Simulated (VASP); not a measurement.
```yaml
crystal:
  lattice:
    - [4.32226, 0.00491, 0.01364]
    - [-0.00510, 4.32324, 0.02099]
    - [-2.12159, -2.10778, 11.69294]
  atoms:
    - { symbol: Pb, position: [0.80094, 0.81203, 0.61663] }
    - { symbol: Pb, position: [0.18772, 0.20125, 0.38243] }
    - { symbol: Se, position: [0.29959, 0.31874, 0.62130] }
    - { symbol: Se, position: [0.68160, 0.70409, 0.37766] }
```

These are PBEsol GGA, VASP's PBE PAW potentials (set 64) (plane waves; VASP) values and carry that method's errors. Numerical set-up: 400 eV cut-off, Gaussian smearing of 0.050 eV, potentials Pb_d Se.

The cell holds a wide vacuum, so values per volume refer to the whole cell. Unless said otherwise, spin-orbit coupling is left out, though it shifts the bands of the heavy elements here.

Give the energies of bands 14 to 23 at the high-symmetry points, in eV from the valence-band maximum.

```json
[
 {"band": "14", "Γ": "-6.34", "X": "-8.19", "Z": "-6.34", "T2": "-8.19", "V2": "-7.38"},
 {"band": "15", "Γ": "-3.31", "X": "-2.08", "Z": "-3.31", "T2": "-2.08", "V2": "-4.50"},
 {"band": "16", "Γ": "-2.75", "X": "-2.08", "Z": "-2.75", "T2": "-2.08", "V2": "-4.49"},
 {"band": "17", "Γ": "-2.75", "X": "-1.18", "Z": "-2.75", "T2": "-1.18", "V2": "-3.18"},
 {"band": "18", "Γ": "-1.69", "X": "-1.18", "Z": "-1.69", "T2": "-1.17", "V2": "-3.18"},
 {"band": "19", "Γ": "-1.69", "X": "-0.26", "Z": "-1.69", "T2": "-0.26", "V2": "-1.67"},
 {"band": "20", "Γ": "-0.69", "X": "-0.26", "Z": "-0.70", "T2": "-0.26", "V2": "-1.67"},
 {"band": "21", "Γ": "1.91", "X": "1.36", "Z": "1.79", "T2": "1.36", "V2": "3.52"},
 {"band": "22", "Γ": "3.74", "X": "1.36", "Z": "4.21", "T2": "1.36", "V2": "3.54"},
 {"band": "23", "Γ": "4.21", "X": "2.27", "Z": "4.66", "T2": "2.27", "V2": "4.84"}
]
```

The gap is indirect, 1.17 eV, from the valence maximum at Y-Γ at 0.18 to the conduction minimum at U2-Γ at 0.09.

The cell is a sheet with vacuum, built from a database entry that may be metastable or hypothetical.
